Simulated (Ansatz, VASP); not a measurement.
Y4Be in VASP and in Ansatz

```
Y Be
1.0
    -3.32799    3.32799    3.32799
     3.32799   -3.32799    3.32799
     3.32799    3.32799   -3.32799
Y Be
4 1
Direct
  0.50000 0.50000 0.50000
  0.00000 0.00000 0.50000
  0.00000 0.50000 0.00000
  0.50000 0.00000 0.00000
  0.00000 0.00000 0.00000
```

Alike in both runs: functional PBE; k mesh 4 × 4 × 4; occupations gaussian, width 0.1 eV; no spin polarisation.

Ansatz relaxed the structure, and its values are those at the end. VASP's run is a single point on that final structure, the one shown.

|  | VASP | Ansatz |
| --- | --- | --- |
| version | VASP 6.6.1 | Ansatz 0.2.0 |
| potentials or method | VASP PAW PBE potentials, release 64 (Y_sv, Be) | scalar-relativistic, plane waves, PAW |
| plane-wave cutoff (eV) | 520 | 420 |
| valence electrons in the cell | 46 | 46 |

Ansatz gave:

- gap on the k mesh at the Fermi level (eV): none
- pressure (GPa): 0.1

Problem. What did VASP give for the same quantities?

Solution. gap on the k mesh at the Fermi level (eV): none; pressure (GPa): 0.0.

A gap of «none» marks a metal or a gap that the smearing closes. The functional is the same, so the differences come from potentials, cutoffs and numerics.
